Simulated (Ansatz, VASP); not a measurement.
**Cross-check of BiPd (Sobolevskite) between VASP and Ansatz**

One calculation is typed for both programs; each brings its own data sets. How far apart do they land? The cell is taken from a series of runs on this material, whose earlier steps may have relaxed, scaled, displaced or heated it; both programs get it as it stands.

Main program and level: Ansatz 0.2.0; plane waves, with VASP 6.6.1 beside it; relaxation of cell and atoms at PBEsol.

## 1. Starting point

It takes space group P6_3/mmc (No. 194, hexagonal). The conventional cell has a = 4.230 Å, b = 4.230 Å, c = 5.690 Å, α = 90.00°, β = 90.00°, γ = 120.00°. Bi has 6 Pd at 2.83 Å nearest. Pd has 6 Bi at 2.83 Å and 2 Pd at 2.85 Å nearest. Farther neighbours are not listed.

## 2. Ansatz: relaxation of cell and atoms, PBEsol

Ansatz runs on its default PAW (the set named soft_2) files.

The relaxed volume is the usual yardstick between codes: in a stiff, nearly cubic crystal its relative difference is about their pressure difference at one cell divided by the bulk modulus.

File input.yaml:

```yaml
crystal:
  lattice:
    - [4.23, 0.0, 0.0]
    - [-2.115, 3.663287458, 0.0]
    - [0.0, 0.0, 5.69]
  atoms:
    - { symbol: Bi, position: [0.3333333333, 0.6666666667, 0.25] }
    - { symbol: Bi, position: [0.6666666667, 0.3333333333, 0.75] }
    - { symbol: Pd, position: [0.0, 0.0, 0.0] }
    - { symbol: Pd, position: [0.0, 0.0, 0.5] }
kpoints:
  mp_grid: { grid: [9, 9, 6] }
hamiltonian:
  xc: pbesol
scf:
  occupations: { method: gaussian, width: 0.1 }
output:
  forces: true
  stress: true
  eigenvalues: true
relax:
  adjacent_minimum: "off"
  f_tol: 0.005
  max_steps: 80
  cell: { stress_tol: 0.05 }
```

Launch:

```console
ansatz run input.yaml --threads 8 --pin off --max-ram 16384MiB --backend cpu --events-out ev --progress --plain --runs-dir out
```

Numbers of over 12 decimals in the logs are rounded to 6 here.

What it wrote:

```text
Engine: ansatz 0.2.0, aarch64-unknown-linux-gnu
Pseudopotentials: kind: paw
Pseudopotential: Bi, paw, valence charge 15, recommended cutoff 420 eV (normal), Bi.paw.azcp
Pseudopotential: Pd, paw, valence charge 18, recommended cutoff 420 eV (normal), Pd.paw.azcp
Functional definition: PBEsol
  exchange = pbesol_x
  correlation = pbesol_c
Crystal: 4 atoms, lattice volume = 88.171 Å³
Basis set: ecut = 420 eV, 1705 PW (Γ), exchange–correlation on 60×60×80 points (8 copies of the dense FFT grid, shifted against one another)
Bands: 40, of which v1, the nominal top of the filled ones, is band 33 counted from 1 (32 counted from 0)
Symmetry: 24 space group operations
Space group: P63/mmc (ITA 194), of the structure as read, at distance tolerance 4.5e-5 Å
k-points: 48 of 486
Non-local potential: Bi, projectors of the file, l = 0: 2, l = 1: 2, l = 2: 2, l = 3: 2
Non-local potential: Pd, projectors of the file, l = 0: 2, l = 1: 2, l = 2: 2, l = 3: 1
PAW form: soft (Blöchl's): semilocal exchange-correlation on the pseudo side does not see the compensation charge
PAW frozen core: Bi, regenerated for the run's functional, and the local potential with it (the file was generated under x = pbe(κ = 0.804, μ = 0.219515), c = pbe(β = 0.066725))
PAW frozen core: Pd, regenerated for the run's functional, and the local potential with it (the file was generated under x = pbe(κ = 0.804, μ = 0.219515), c = pbe(β = 0.066725))
PAW one-centre angular grid: Bi, 590 points (default); XC on 64 Gauss nodes
PAW one-centre angular grid: Pd, 590 points (default); XC on 64 Gauss nodes
Initial density: superposition of atomic densities (neutral atoms: chi_scale 0, normalization atom), corrected by the library's trained network
Initial wavefunctions: pseudopotential atomic-orbital guess
Functional: x = pbesol(κ = 0.804, μ = 0.123457), c = pbesol(β = 0.046)
SCF iter   1: F=—  HF=-38298.603169 eV  |F-HF|=—  |Δ(HF+E_count)|=         —  Δρ=7.48e-3  dr2=5.49e-2  ethr=1.77e-3  ⟨swp⟩=6.6  Hψ=7688  notcnv=0  defer=9
preconditioner: auto → LDOS  [metal: Δε(μ)=0.108 eV  Ē_g=15.824 eV  σ=0.100 eV  W_gap=0.46  n_scr=22 (ndim 8)  ℏωp=28.0 eV  f_vac=0.015  D(μ)=2.70/eV (n_scr^D=22)  β→1.0]
SCF iter   2: F=—  HF=-38298.598845 eV  |F-HF|=—  |Δ(HF+E_count)|=   4.32e-3  Δρ=5.30e-3  dr2=1.96e-2  ethr=8.32e-5  ⟨swp⟩=2.0  Hψ=3992  notcnv=0  defer=61
SCF iter   3: F=—  HF=-38298.593580 eV  |F-HF|=—  |Δ(HF+E_count)|=   5.27e-3  Δρ=7.54e-4  dr2=6.14e-4  ethr=2.97e-5  ⟨swp⟩=2.0  Hψ=3298  notcnv=0  defer=61
SCF iter   4: F=—  HF=-38298.593481 eV  |F-HF|=—  |Δ(HF+E_count)|=   9.90e-5  Δρ=7.77e-5  dr2=7.54e-6  ethr=9.30e-7  ⟨swp⟩=2.0  Hψ=2323  notcnv=0  defer=61
SCF iter   5: F=—  HF=-38298.593447 eV  |F-HF|=—  |Δ(HF+E_count)|=   3.38e-5  Δρ=1.80e-5  dr2=1.77e-7  ethr=1.14e-8  ⟨swp⟩=2.0  Hψ=2457  notcnv=0  defer=61
SCF iter   6: F=-38298.593447 eV  HF=-38298.593447 eV  |F-HF|=1.12e-9  |Δ(HF+E_count)|=   2.74e-8  Δρ=3.50e-6  dr2=5.73e-9  ethr=1.52e-10  ⟨swp⟩=9.8  Hψ=9347  notcnv=0
SCF 1 converged in 6 iterations: F = -38298.593447 eV  dr2 = 5.73e-9
  greatest PAW one-centre occupation: 0.999 electrons in one spin orbital (limit 2), on the Pd atom at site 3 (counted from 0), in its partial waves of l = 0
relax step   1: F+E_penalty+E_count = -38298.59344737 eV  Δ(F+E_penalty+E_count) = +0.000e0 eV  max|allowed force component| = 3.701e-17 eV/Å  Δτ_max = 0.0000 Å  P = +0.195 GPa  Ω = 88.171 Å³  (6 SCF iters, dr2 threshold 1.00e-7 eV, accepted)
[...]
relax step   3: F+E_penalty+E_count = -38298.59604574 eV  Δ(F+E_penalty+E_count) = -6.294e-5 eV  max|allowed force component| = 3.701e-17 eV/Å  Δτ_max = 0.0000 Å  P = +0.373 GPa  Ω = 88.015 Å³  energy of the carried Pulay correction = +3.930e-5 eV  (5 SCF iters, dr2 threshold 4.00e-7 eV, rejected (line search))
[...]
relax step   4: F+E_penalty+E_count = -38298.59657448 eV  Δ(F+E_penalty+E_count) = -5.917e-4 eV  max|allowed force component| = 3.701e-17 eV/Å  Δτ_max = 0.0000 Å  P = -0.004 GPa  Ω = 88.329 Å³  energy of the carried Pulay correction = -4.423e-5 eV  (7 SCF iters, accepted)
[...]
relax step   5: F+E_penalty+E_count = -38298.59660258 eV  Δ(F+E_penalty+E_count) = -2.810e-5 eV  max|allowed force component| = 3.701e-17 eV/Å  Δτ_max = 0.0000 Å  P = -0.005 GPa  Ω = 88.329 Å³  stress off target by 1.12e-2 GPa  SCF on the basis re-selected at this cell (its energy is not comparable with the rows above)  (4 SCF iters)
basis re-selected at this cell: Δ(F+E_penalty+E_count) = -2.810e-5 eV, ΔP = -0.001 GPa vs the last step (what re-selecting the basis moved, of the pressure what is left beyond the Pulay correction that the steps carried, after the strain that the cell walked since its last selection, with what the two solves' SCF thresholds leave and, on support functions, any second-order correction that the steps lacked; it is no m [...]
SCF converged after 4 iterations
Free energy (F): -38298.596603 eV
Harris-Foulkes:  -38298.596603 eV  (|F-HF|=4.37e-11)
Internal energy: -38298.583023 eV  (E = F + TS)
E sigma→0 (E₀):  -38298.589813 eV
Entropy (-TS):   -0.013580 eV (-3.395 meV/atom)
Fermi energy:    14.868411 eV
--- Per-component energies (eV) ---
  E_band       = -536.682823
  E_kinetic    = 1638.467723
  E_local      = -7450.959413  (includes V_loc(G=0)·N_el)
  E_nonlocal   = 1564.835436
  E_hartree    = 2831.454978
  E_xc         = -636.475998
  E_vxc        = -711.705942  (∫ρ·V_xc dr)
  E_paw        = -28393.148348  (= ΣΔE_a)
  E_vpaw       = -1240.230476  (= ΣTr[D̂ρ^β])
  E_aug_tail   = -0.000482  (compensation charges beyond the density's cutoff)
  E_ewald      = -7853.541472
  E_core_change = 0.784553  (= ΣΔE_core)
  E_smearing   = -0.013580  (= −TS)
  E_closure    = -0.000000  (closes the sum)
  Σ components = -38298.596603   (vs F -38298.596603, Δ=0.00e0)
--- Forces (eV/Å), atoms counted from 1 ---
  atom   1  Bi     0.00000000    -0.00000000     0.00000000
  atom   2  Bi    -0.00000000     0.00000000     0.00000000
  atom   3  Pd     0.00000000     0.00000000    -0.00000000
  atom   4  Pd    -0.00000000     0.00000000     0.00000000
  max |Σ_I F_I| component: 9.25e-18 eV/Å
--- Stress (GPa, compression-positive) ---
       -0.001612       0.000000       0.000000
        0.000000      -0.001612       0.000000
        0.000000       0.000000      -0.011192
  P = ⅓ Tr σ = -0.0048 GPa (-0.048 kbar)
--- Band table (eV; the first three rows and the last of 48) ---
  k-point 0: bands = [... 29 lower, 12.9034, 15.0358, 15.7235, 15.7235, 17.7293, 17.9844, 17.9844, 18.0150, ... 3 higher]
  k-point 1: bands = [... 29 lower, 12.7153, 14.6706, 16.0135, 16.0135, 16.6792, 17.9183, 17.9183, 18.1282, ... 3 higher]
  k-point 2: bands = [... 29 lower, 12.3534, 14.0491, 15.1622, 16.6362, 16.6362, 17.6922, 17.6922, 19.0334, ... 3 higher]
  k-point 47: bands = [... 29 lower, 12.0544, 12.7649, 12.7649, 13.3211, 13.3211, 19.0217, 19.0217, 21.1907, ... 3 higher]
--- Relaxed structure (4 steps of the walk, 3 accepted, 1 SCFs on fresh bases) ---
  F+E_penalty+E_count = -38298.59660258 eV   max|allowed force component| = 3.701e-17 eV/Å   (the final SCF, on the basis selected at the relaxed cell)
  cell:  # Å, volume = 88.3290 Å³
    - [4.258221, 0.0, 0.0]
    - [-2.129110, 3.687727, 0.0]
    - [0.0, 0.0, 5.624920]
  atoms:
    - { symbol: Bi, position: [0.333333, 0.666667, 0.250000] }
    - { symbol: Bi, position: [0.666667, 0.333333, 0.750000] }
    - { symbol: Pd, position: [0, 0, 0] }
    - { symbol: Pd, position: [0, 0, 0.500000] }
```

## 3. VASP: relaxation of cell and atoms, PBEsol

The same cell, functional, mesh and smearing now go to VASP, with its own data sets.

Lines of VASP's logs that name or quote its potential files are left out, and so is its time.

File INCAR:

```
SYSTEM = BiPd
PREC = Accurate
ENCUT = 500
EDIFF = 1E-07
NELM = 120
ISMEAR = 0
SIGMA = 0.1
LREAL = .FALSE.
ALGO = Normal
GGA = PS
NBANDS = 31
LASPH = .TRUE.
LORBIT = 11
LWAVE = .FALSE.
LCHARG = .FALSE.
ISIF = 3
IBRION = 2
NSW = 80
EDIFFG = -0.005
GGA_COMPAT = .FALSE.
NELMIN = 4
KPAR = 2
```

File POSCAR:

```
BiPd
1.0
    4.2300000000      0.0000000000      0.0000000000
   -2.1150000000      3.6632870000      0.0000000000
    0.0000000000      0.0000000000      5.6900000000
Bi Pd
2 2
Direct
    0.3333334243      0.6666668487      0.2500000000
    0.6666667122      0.3333334243      0.7500000000
    0.0000000000      0.0000000000      0.0000000000
    0.0000000000      0.0000000000      0.5000000000
```

File KPOINTS:

```
Automatic mesh
0
Gamma
9 9 6
0 0 0
```

PAW data sets: Bi_d and Pd (PBE family, release 64).

Launch:

```console
mpirun -np 2 vasp_std
```

What it wrote:

```text
[banner, memory and clock lines left out]
running    2 mpi-ranks, on    1 nodes
 distrk:  each k-point on    1 cores,    2 groups
 distr:  one band on    1 cores,    1 groups

 POSCAR found type information on POSCAR BiPd
 POSCAR found :  2 types and       4 ions
|                                                                             |
|               ----> ADVICE to this user running VASP <----                  |
|                                                                             |
|     You enforced a specific xc type in the INCAR file but a different       |
|     [... a line on the potential file left out ...]
|     I HOPE YOU KNOW WHAT YOU ARE DOING!                                     |
|                                                                             |

 LDA part: xc-table for (Slater+PW92), standard interpolation
 POSCAR, INCAR and KPOINTS ok, starting setup
 FFT: planning ... GRIDC
 FFT: planning ... GRID_SOFT
 FFT: planning ... GRID
 WAVECAR not read
 entering main loop
       N       E                     dE             d eps       ncg     rms          rms(c)
DAV:   1     0.528514873947E+03    0.52851E+03   -0.24754E+04  2983   0.190E+03
DAV:   2     0.268352960939E+02   -0.50168E+03   -0.48496E+03  3053   0.519E+02
DAV:   3    -0.204404310810E+02   -0.47276E+02   -0.45918E+02  3505   0.167E+02
DAV:   4    -0.220820882539E+02   -0.16417E+01   -0.16382E+01  3385   0.328E+01
DAV:   5    -0.221659510775E+02   -0.83863E-01   -0.83856E-01  4415   0.699E+00    0.747E+00
DAV:   6    -0.219060023575E+02    0.25995E+00   -0.71785E-01  3368   0.699E+00    0.373E+00
DAV:   7    -0.218364242020E+02    0.69578E-01   -0.18693E-01  3779   0.408E+00    0.207E+00
DAV:   8    -0.218137619707E+02    0.22662E-01   -0.96884E-02  3214   0.232E+00    0.321E-01
DAV:   9    -0.218128548138E+02    0.90716E-03   -0.83073E-03  3800   0.988E-01    0.743E-02
DAV:  10    -0.218127637580E+02    0.91056E-04   -0.47003E-04  3862   0.252E-01    0.288E-02
DAV:  11    -0.218127689442E+02   -0.51862E-05   -0.49502E-05  3801   0.454E-02    0.502E-03
DAV:  12    -0.218127689992E+02   -0.55018E-07   -0.45198E-06  4084   0.172E-02    0.345E-03
DAV:  13    -0.218127687926E+02    0.20664E-06   -0.53967E-07  3387   0.697E-03    0.839E-04
DAV:  14    -0.218127686502E+02    0.14238E-06   -0.75331E-08  2006   0.327E-03    0.264E-04
DAV:  15    -0.218127686817E+02   -0.31516E-07   -0.11798E-08  1691   0.844E-04
   1 F= -.21812769E+02 E0= -.21806160E+02  d E =-.218128E+02
[...]
2 F= -.21814550E+02 E0= -.21807822E+02  d E =-.178082E-02
[...]
3 F= -.21814715E+02 E0= -.21807959E+02  d E =-.194680E-02
[...]
4 F= -.21815842E+02 E0= -.21809042E+02  d E =-.112680E-02
[...]
5 F= -.21816373E+02 E0= -.21809545E+02  d E =-.165709E-02
[...]
6 F= -.21816385E+02 E0= -.21809553E+02  d E =-.166921E-02
 curvature:  -1.10 expect dE=-0.166E-04 dE for cont linesearch -0.209E-08
 ZBRENT: extrapolating
 opt :   1.0803  next Energy=   -21.816385 (dE=-0.167E-02)
 bond charge predicted
       N       E                     dE             d eps       ncg     rms          rms(c)
DAV:   1    -0.218163964783E+02   -0.11796E-04   -0.57991E-04  3179   0.185E-01    0.202E-02
DAV:   2    -0.218163871080E+02    0.93703E-05   -0.24177E-05  3418   0.587E-02    0.107E-02
DAV:   3    -0.218163844604E+02    0.26476E-05   -0.52636E-06  3817   0.260E-02    0.548E-03
DAV:   4    -0.218163837621E+02    0.69832E-06   -0.22515E-06  4187   0.161E-02    0.152E-03
DAV:   5    -0.218163839475E+02   -0.18535E-06   -0.46913E-07  2729   0.639E-03    0.454E-04
DAV:   6    -0.218163839632E+02   -0.15744E-07   -0.25605E-08  1523   0.196E-03
   7 F= -.21816384E+02 E0= -.21809552E+02  d E =-.166848E-02
 curvature:  -1.11 expect dE=-0.759E-05 dE for cont linesearch -0.778E-06
 trial: gam=-0.01974 g(F)=  0.458E-41 g(S)=  0.682E-05 ort =-0.673E-04 (trialstep = 0.585E+00)
 search vector abs. value=  0.120E-04
 reached required accuracy - stopping structural energy minimisation
```

From OUTCAR (step 3):

```text
ion  position               nearest neighbor table
   1  0.333  0.667  0.250-   3 2.83   4 2.83   3 2.83   4 2.83   3 2.83   4 2.83   2 3.75   2 3.75
                             2 3.75   2 3.75   2 3.75   2 3.75
   2  0.667  0.333  0.750-   3 2.83   4 2.83   3 2.83   4 2.83   3 2.83   4 2.83   1 3.75   1 3.75
                             1 3.75   1 3.75   1 3.75   1 3.75
   3  0.000  0.000  0.000-   2 2.83   1 2.83   1 2.83   2 2.83   2 2.83   1 2.83   4 2.85   4 2.85

  LATTYP: Found a hexagonal cell.
 ALAT       =     4.2300000000
 C/A-ratio  =     1.3451536643

 Subroutine GETGRP returns: Found 24 space group operations
 (whereof 12 operations were pure point group operations)

The static configuration has the point symmetry D_3d.
 The point group associated with its full space group is D_6h.

 Found     48 irreducible k-points:

   k-points           NKPTS =     48   k-points in BZ     NKDIM =     48   number of bands    NBANDS=     31

   dimension x,y,z NGX =    32 NGY =   32 NGZ =   42
   dimension x,y,z NGXF=    64 NGYF=   64 NGZF=   84

   ENCUT  =  500.0 eV  36.75 Ry    6.06 a.u.   7.71  7.71 10.37*2*pi/ulx,y,z

   NELECT =      50.0000    total number of electrons

 k-points in reciprocal lattice and weights: Automatic mesh
   0.00000000  0.00000000  0.00000000       0.002
   0.11111111  0.00000000  0.00000000       0.012
   0.22222222  0.00000000  0.00000000       0.012
   0.33333333  0.00000000  0.00000000       0.012
   0.44444444  0.00000000  0.00000000       0.012
   0.11111111  0.11111111  0.00000000       0.012
   0.22222222  0.11111111  0.00000000       0.025
   0.33333333  0.11111111  0.00000000       0.025
   0.44444444  0.11111111  0.00000000       0.012
[...]
0.33333333  0.22222222  0.50000000       0.025
   0.33333333  0.33333333  0.50000000       0.004

 average (electrostatic) potential at core
       1-101.8084       2-101.8084       3 -71.6813       4 -71.6813

 E-fermi :   8.8109

 k-point     1 :       0.0000    0.0000    0.0000
  band No.  band energies     occupation
    ...
     18       5.3827      2.00000
     19       5.9740      2.00000
     20       5.9740      2.00000
     21       6.8633      2.00000
     22       6.8633      2.00000
     23       8.9964      0.00868
     24       9.6599      0.00000
     25       9.6599      0.00000
     26      11.6650      0.00000
     27      11.9162      0.00000
    ...

 k-point     2 :       0.1111    0.0000    0.0000
  band No.  band energies     occupation
    ...
     19       5.8703      2.00000
     20       6.0003      2.00000
     21       6.8489      2.00000
     22       6.8659      2.00000
     23       8.5317      1.99992
     24       8.9257      0.10445
     25       9.2806      0.00000
     26      10.7032      0.00000
     27      11.9497      0.00000
     28      12.0798      0.00000
    ...

 k-point     3 :       0.2222    0.0000    0.0000
  band No.  band energies     occupation
    ...
     21       6.8185      2.00000
     22       6.8732      2.00000
     23       7.1589      2.00000
     24       8.4618      2.00000
     25       8.6804      1.93501
     26       9.6370      0.00000
     27      11.6669      0.00000
     28      12.4223      0.00000
     29      13.1429      0.00000
     30      14.5800      0.00000
    ...

  Total       -0.0168094     -0.0168094     -0.0006433      0.0000000     -0.0000000     -0.0000000
  in kB       -0.3047376     -0.3047375     -0.0116617      0.0000000     -0.0000000     -0.0000000
  external PRESSURE =      -0.2070456 kB  Pullay stress =       0.0000000 kB

  energy-cutoff  :      500.00
  volume of cell :       88.38
      direct lattice vectors                 reciprocal lattice vectors
     4.261723945 -0.000000000 -0.000000000     0.234646827  0.135473426  0.000000000
    -2.130861973  3.690760732  0.000000000     0.000000000  0.270946851  0.000000000
    -0.000000000 -0.000000000  5.618694586     0.000000000  0.000000000  0.177977284

 POSITION                                       TOTAL-FORCE (eV/Angst)
 -----------------------------------------------------------------------------------
     -0.00000      2.46051      1.40467         0.000000      0.000000      0.000000
      2.13086      1.23025      4.21402        -0.000000     -0.000000      0.000000
      0.00000      0.00000     -0.00000        -0.000000     -0.000000      0.000000
     -0.00000     -0.00000      2.80935        -0.000000     -0.000000      0.000000
 -----------------------------------------------------------------------------------
    total drift:                                0.000000     -0.000393      0.000004

  FREE ENERGIE OF THE ION-ELECTRON SYSTEM (eV)
  ---------------------------------------------------
  free  energy   TOTEN  =       -21.8163839632 eV

  energy  without entropy=      -21.8027198193  energy(sigma->0) =      -21.80955189

 reached required accuracy - stopping structural energy minimisation

 total charge
# of ion       s       p       d       tot
------------------------------------------
    1        1.490   1.356   9.954  12.801
    2        1.490   1.356   9.954  12.801
    3        0.467   0.436   8.621   9.524
    4        0.467   0.436   8.621   9.524
--------------------------------------------------
tot          3.915   3.584  37.151  44.650

[... 3 further parts left out ...]
```

CONTCAR:

```
BiPd
   1.00000000000000
     4.2617239451854525   -0.0000000000000000   -0.0000000000000000
    -2.1308619725927263    3.6907607321424005    0.0000000000000000
    -0.0000000000000000   -0.0000000000000000    5.6186945856806272
  Bi              Pd
     2     2
Direct
     0.3333334243000010    0.6666668486999967    0.2500000000000000
     0.6666667121999978    0.3333334243000010    0.7500000000000000
     0.0000000000000000    0.0000000000000000    0.0000000000000000
     0.0000000000000000    0.0000000000000000    0.5000000000000000
```

The run keeps the 24 symmetry operations of its start, so it cannot find a distortion of lower symmetry.

## 4. Side by side

Known differences besides the potentials themselves: the data sets hold 66 valence electrons in Ansatz (on its default PAW (the set named soft_2) files) and 50 in VASP; the cutoff is 420 eV in Ansatz and 500 eV in VASP; Ansatz makes its cores anew for this functional, VASP keeps those of its PBE data sets; Ansatz adds a Pulay correction to the stress that steers its cell, VASP none. Total energies have different zeros and are not compared.

The two programs side by side:

```tsv
quantity	Ansatz	VASP	difference
volume (Å³)	88.33	88.38	-0.05 %
edge a after relaxation, in the typed setting (Å)	4.258	4.262	-0.08 %
edge c after relaxation, in the typed setting (Å)	5.625	5.619	+0.11 %
```

## 5. Summary of results

| Quantity | Value |
| --- | --- |
| difference in edge c after relaxation, in the typed setting (relaxation of cell and atoms, PBEsol) | 0.11 % |

What this shows: The difference in edge c after relaxation, in the typed setting is 0.11 % (relaxation of cell and atoms, PBEsol), within the 1.2 % picked in this series as the mark of a large difference, as far as the stopping tolerances let one tell. The data sets hold unlike numbers of valence electrons (66 in Ansatz and 50 in VASP), so part of the differences comes from the potentials. 1 further run of this series is not shown here. How closely two codes agree says nothing of how well the functional describes the real material.

[Lines on the potential files, build, host, timing and source positions are cut from VASP's logs without a mark.]

[Logs are printed without paths, hosts, clocks, repeated set-up lines and the standing remarks that a program may print on its own settings, such as how far it seeks lower states.]

[Hosts, paths, dates, database ids (printed as entryN), source tags and the programs' standing remarks are cut or masked in the printed files.]
